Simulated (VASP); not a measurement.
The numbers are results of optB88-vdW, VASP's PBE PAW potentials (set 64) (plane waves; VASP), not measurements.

VASP input:

### INCAR
```
! general
SYSTEM   = Ho
PREC     = Accurate
ENCUT    = 520
LREAL    = F
LASPH    = T

! electronic loop
EDIFF    = 1E-7
NELM     = 100
ALGO     = Normal
LMAXMIX  = 6

! smearing
ISMEAR   = 1
SIGMA    = 0.1

! functional
GGA      = BO
LUSE_VDW = T
AGGAC    = 0.0
PARAM1   = 0.1833333333
PARAM2   = 0.22

! ions
IBRION   = 2
NSW      = 30
ISIF     = 4
EDIFFG   = -0.01

! output
LWAVE    = F
LCHARG   = F
```

POSCAR:
```
Ho
1
    1.8037607331    -3.1242052890     0.0000000000
    1.8037607331     3.1242052890     0.0000000000
    0.0000000000     0.0000000000     5.5435267494
Ho
2
Direct
  0.3333330000   0.6666670000   0.2500000000
  0.6666670000   0.3333330000   0.7500000000
```

KPOINTS:
```
Automatic mesh
0
Gamma
12 12 7
0 0 0
```

POTCAR, in this order: Ho_3 (PBE.64 set). Program: vasp_std.

The resulting files:

**OSZICAR**
```
       N       E                     dE             d eps       ncg     rms          rms(c)
DAV:   1     0.919382063139E+02    0.91938E+02   -0.83271E+03  2240   0.128E+03
DAV:   2     0.163136016008E+01   -0.90307E+02   -0.88657E+02  2871   0.543E+02
DAV:   3    -0.342884537600E+01   -0.50602E+01   -0.48543E+01  3263   0.951E+01
DAV:   4    -0.365912828024E+01   -0.23028E+00   -0.22060E+00  3445   0.128E+01
DAV:   5    -0.366588141788E+01   -0.67531E-02   -0.65976E-02  3301   0.221E+00    0.236E+01
DAV:   6    -0.368653902163E+01   -0.20658E-01   -0.20867E-02  3387   0.184E+00    0.141E+01
DAV:   7    -0.370618559181E+01   -0.19647E-01   -0.38611E-02  3224   0.262E+00    0.274E-01
DAV:   8    -0.370661980126E+01   -0.43421E-03   -0.21338E-03  2979   0.476E-01    0.844E-02
DAV:   9    -0.370674159675E+01   -0.12180E-03   -0.25727E-04  3160   0.145E-01    0.337E-02
DAV:  10    -0.370674802134E+01   -0.64246E-05   -0.44247E-05  3270   0.667E-02    0.482E-02
DAV:  11    -0.370675088057E+01   -0.28592E-05   -0.68091E-06  2676   0.199E-02    0.263E-03
DAV:  12    -0.370675122448E+01   -0.34391E-06   -0.66211E-07  3137   0.864E-03    0.275E-03
DAV:  13    -0.370675118564E+01    0.38843E-07   -0.37023E-08  1753   0.289E-03
   1 F= -.37067512E+01 E0= -.37057570E+01  d E =-.370675E+01
       N       E                     dE             d eps       ncg     rms          rms(c)
DAV:   1    -0.370964917274E+01   -0.28979E-02   -0.10206E-01  2921   0.289E+00    0.214E-01
DAV:   2    -0.370837227571E+01    0.12769E-02   -0.27733E-03  3171   0.667E-01    0.132E-01
DAV:   3    -0.370774287038E+01    0.62941E-03   -0.76238E-04  3624   0.261E-01    0.692E-02
DAV:   4    -0.370774443454E+01   -0.15642E-05   -0.99338E-05  3009   0.786E-02    0.303E-02
DAV:   5    -0.370774454241E+01   -0.10787E-06   -0.46753E-06  3624   0.251E-02    0.439E-03
DAV:   6    -0.370774446836E+01    0.74044E-07   -0.24076E-07  2411   0.442E-03
   2 F= -.37077445E+01 E0= -.37068501E+01  d E =-.993283E-03
       N       E                     dE             d eps       ncg     rms          rms(c)
DAV:   1    -0.371025048038E+01   -0.25059E-02   -0.11341E-01  2911   0.305E+00    0.226E-01
DAV:   2    -0.370881198222E+01    0.14385E-02   -0.30839E-03  3125   0.707E-01    0.141E-01
DAV:   3    -0.370811157891E+01    0.70040E-03   -0.84943E-04  3616   0.274E-01    0.775E-02
DAV:   4    -0.370811278818E+01   -0.12093E-05   -0.11032E-04  3012   0.832E-02    0.326E-02
DAV:   5    -0.370811279625E+01   -0.80752E-08   -0.52462E-06  3640   0.264E-02    0.431E-03
DAV:   6    -0.370811272158E+01    0.74669E-07   -0.28031E-07  2556   0.469E-03
   3 F= -.37081127E+01 E0= -.37073685E+01  d E =-.136154E-02
```

File OUTCAR:
```
------------------------ aborting loop because EDIFF is reached ----------------------------------------
  FORCE on cell =-STRESS in cart. coord.  units (eV):
  Direction    XX          YY          ZZ          XY          YZ          ZX
  --------------------------------------------------------------------------------------
  Total       -0.4931197     -0.4931197     -0.4890976      0.0000000      0.0000000      0.0000000
  in kB      -12.6452752    -12.6452756    -12.5421350      0.0000000      0.0000000      0.0000000
  external PRESSURE =     -12.6108953 kB  Pullay stress =       0.0000000 kB
  volume of cell :       62.48
      direct lattice vectors                 reciprocal lattice vectors
     1.795283539 -3.109522354  0.000000000     0.278507539 -0.160796400  0.000000000
     1.795283539  3.109522354 -0.000000000     0.278507539  0.160796400  0.000000000
    -0.000000000  0.000000000  5.596002593     0.000000000  0.000000000  0.178698988
 POSITION                                       TOTAL-FORCE (eV/Angst)
 -----------------------------------------------------------------------------------
      1.79528      1.03651      1.39900        -0.000000     -0.000000      0.000000
      1.79528     -1.03651      4.19700         0.000000      0.000000      0.000000
 -----------------------------------------------------------------------------------
    total drift:                                0.000002      0.000091     -0.000011
  FREE ENERGIE OF THE ION-ELECTRON SYSTEM (eV)
  ---------------------------------------------------
  free  energy   TOTEN  =        -3.7081127216 eV

  energy  without entropy=       -3.7058799091  energy(sigma->0) =       -3.70736845

 reached required accuracy - stopping structural energy minimisation
```
(Selected blocks of OUTCAR.)

CONTCAR:
```
Ho
   1.00000000000000
     1.7952835386937902   -3.1095223542738601    0.0000000000000000
     1.7952835386937902    3.1095223542738601   -0.0000000000000000
    -0.0000000000000000    0.0000000000000000    5.5960025927834982
  Ho
     2
Direct
     0.3333330000000032    0.6666669999999968    0.2500000000000000
     0.6666669999999968    0.3333330000000032    0.7500000000000000
```

The 4f electrons are frozen in the core of the lanthanide potential, so 4f levels, which can set the real gap, and their magnetism are missing.

The compound is Ho in the hcp structure. This cell is one point of a volume scan, at 1.03 of the reference volume. Symmetry was kept, so distortions that lower it aren't found.
